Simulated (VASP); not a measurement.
OSZICAR of a VASP run on VZr3N4 (ordered alloy cell):

OSZICAR:
```
       N       E                     dE             d eps       ncg     rms          rms(c)
DAV:   1     0.814445124098E+03    0.81445E+03   -0.38581E+04  2870   0.177E+03
DAV:   2    -0.164715386521E+02   -0.83092E+03   -0.81313E+03  3217   0.531E+02
DAV:   3    -0.962878335212E+02   -0.79816E+02   -0.78655E+02  4277   0.145E+02
DAV:   4    -0.100771335326E+03   -0.44835E+01   -0.44536E+01  4156   0.292E+01
DAV:   5    -0.100938570422E+03   -0.16724E+00   -0.16638E+00  4164   0.559E+00    0.524E+01
DAV:   6    -0.102087996502E+03   -0.11494E+01   -0.31212E+02  3592   0.618E+01    0.482E+01
DAV:   7    -0.874259251116E+02    0.14662E+02   -0.14004E+02  3719   0.863E+01    0.233E+01
DAV:   8    -0.853167820773E+02    0.21091E+01   -0.24686E+01  3586   0.167E+01    0.132E+01
DAV:   9    -0.844862850075E+02    0.83050E+00   -0.71768E+00  3775   0.113E+01    0.348E+00
DAV:  10    -0.844408682819E+02    0.45417E-01   -0.70438E-01  4094   0.367E+00    0.131E+00
DAV:  11    -0.844371063150E+02    0.37620E-02   -0.96256E-02  3572   0.156E+00    0.732E-01
DAV:  12    -0.844384320679E+02   -0.13258E-02   -0.50415E-02  3986   0.840E-01    0.435E-01
DAV:  13    -0.844359776492E+02    0.24544E-02   -0.33054E-02  3732   0.659E-01    0.321E-01
DAV:  14    -0.844355810215E+02    0.39663E-03   -0.35122E-03  3719   0.258E-01    0.644E-02
DAV:  15    -0.844356076766E+02   -0.26655E-04   -0.12915E-04  3944   0.505E-02    0.315E-02
DAV:  16    -0.844356401164E+02   -0.32440E-04   -0.55331E-05  3950   0.290E-02    0.415E-03
DAV:  17    -0.844356389092E+02    0.12072E-05   -0.13281E-06  3146   0.645E-03    0.291E-03
DAV:  18    -0.844356359492E+02    0.29600E-05   -0.36609E-07  2964   0.365E-03    0.755E-04
DAV:  19    -0.844356351206E+02    0.82857E-06   -0.41345E-08  2009   0.108E-03    0.511E-04
DAV:  20    -0.844356356799E+02   -0.55927E-06   -0.12525E-08  1909   0.751E-04    0.132E-04
DAV:  21    -0.844356356092E+02    0.70704E-07   -0.20427E-09  1846   0.248E-04
   1 F= -.84435636E+02 E0= -.84435636E+02  d E =0.000000E+00
```

Q: Which electronic solver shows in the log?

A: It is blocked Davidson (ALGO = Normal, or the opening steps of other solvers). The INCAR had ALGO = Normal.

Q: How was spin treated?

A: Without spin polarisation: there is no mag entry.

Q: Can the final energy be trusted as converged?

A: The run converged. It stopped with EDIFF = 1E-7, NELM = 100 (PBEsol GGA, plane waves, VASP's PBE PAW potentials (set 64)).

The structure was generated: VZr3N4 was put into an ordered model structure (Pm-3m), which need not be its known phase. It was relaxed first. The run is not spin-polarised, so no magnetic state was tried. The electron count is odd and the run is not spin-polarised, which forces a metal.
